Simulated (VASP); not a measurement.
Consider the following.

```xyz
2
Lattice="1.3300 -2.3036 0.0000 1.3300 2.3036 0.0000 0.0000 0.0000 4.9500" Properties=species:S:1:pos:R:3 pbc="T T T"
Zn     1.3300     0.7679     1.2375
Zn     1.3300    -0.7679     3.7125
```

Computed with TPSS meta-GGA, VASP's PBE PAW potentials (set 64) (plane waves; VASP). Settings: 520 eV cut-off, 14×14×7 Γ-centred mesh, first-order Methfessel-Paxton smearing of 0.10 eV, potentials Zn.

Energy and stress use the plane-wave basis of the starting cell.

**Question.** The ions, cell shape and volume are relaxed. What does this cell relax into?

**Answer.** 
```xyz
2
Lattice="1.3263 -2.2972 0.0000 1.3263 2.2972 0.0000 0.0000 0.0000 4.6543" Properties=species:S:1:pos:R:3 pbc="T T T"
Zn     1.3263     0.7657     1.1636
Zn     1.3263    -0.7657     3.4907
```
Space group P6_3/mmc (194), at a tolerance of 0.03 Å.

**Question.** How do energy and volume change from the first to the last step?

**Answer.** The energy (σ→0) changes by -20.6 meV/atom and the volume by -6.5 %, in 11 ionic steps.

The compound is Zn in the hcp structure. This run relaxes it. Symmetry was kept, so distortions that lower it aren't found.
